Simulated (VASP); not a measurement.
Method: LDA (Ceperley-Alder, Perdew-Zunger), VASP's LDA PAW potentials (set 64) (plane waves; VASP).

A VASP calculation is set up with these files.

**INCAR**
```
! general
SYSTEM =CdTe
PREC   =Accurate
ENCUT  =300   ! plane-wave cut-off (eV)
LREAL  =.FALSE.
LASPH  =.TRUE.

! electronic loop
EDIFF  =1E-6   ! SCF stop (eV)
NELM   =100
ALGO   =Normal   ! blocked Davidson
LMAXMIX=4   ! l cut-off of mixed one-centre charges

! smearing
ISMEAR =0
SIGMA  =0.01   ! width (eV)

! ions
ISIF   =2   ! forces and stress, cell fixed

! output
LWAVE  =.FALSE.
LCHARG =.FALSE.
```

**POSCAR**
```
CdTe
1
    0.0000000000     3.2821150000     3.2821150000
    3.2821150000     0.0000000000     3.2821150000
    3.2821150000     3.2821150000     0.0000000000
Cd Te
1 1
Direct
  0.0009680000  -0.0034340000  -0.0010670000
  0.2490320000   0.2534340000   0.2510670000
```

### KPOINTS
```
Automatic mesh
0
Gamma
6 6 6
0.5 0.5 0.5
```

POTCAR, in this order: Cd Te (LDA.64 set). Program: vasp_std.

### Question
What will the output report for the number of irreducible k-points (NKPTS), largest plane-wave count, number of space-group operations, FFT grid (NGX, NGY, NGZ)?

### Answer

| Quantity | Value |
|---|---|
| number of irreducible k-points (NKPTS) | 432 |
| largest plane-wave count | 866 |
| number of space-group operations | 1 |
| FFT grid (NGX, NGY, NGZ) | 28 × 28 × 28 |

The structure comes from a computed database's CdTe entry; how it stands against other phases isn't given here. The cell was not relaxed at this level, atoms are displaced from their ideal sites.
